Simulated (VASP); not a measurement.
Here is the system:

```yaml
crystal:
  lattice:
    - [-2.06380, 2.06380, 5.26557]
    - [2.06380, -2.06380, 5.26557]
    - [2.06380, 2.06380, -5.26557]
  atoms:
    - { symbol: Gd, position: [0.00063, 0.00063, 0.00000] }
    - { symbol: Al, position: [0.40900, 0.40900, 0.00000] }
    - { symbol: Al, position: [0.24861, 0.74861, 0.50000] }
    - { symbol: Al, position: [0.74861, 0.24861, 0.50000] }
    - { symbol: Cu, position: [0.62915, 0.62915, 0.00000] }
```

Computed with PBEsol GGA, VASP's PBE PAW potentials (set 64) (plane waves; VASP). Numerical set-up: 400 eV cut-off, 12×12×12 Γ-centred mesh, tetrahedra with Blöchl corrections, potentials Gd_3 Al Cu.

The 4f electrons are frozen in the core of the lanthanide potential, so 4f levels, which can set the real gap, and their magnetism are missing.

Question: Predict the energy per atom (σ→0), band gap (on the k-mesh) with the smallest direct gap where there is one.

Answer: 
```
Quantity                                                    Result
------------------------  ----------------------------------------
band gap (on the k-mesh)  none (metal, semimetal or under 0.01 eV)
energy per atom (σ→0)                           -461.1 kJ/mol-atom
```

The structure comes from a computed database's GdAl3Cu entry (I4mm); how it stands against other phases isn't given here. It was relaxed first. The electron count is odd and the run is not spin-polarised, which forces a metal.
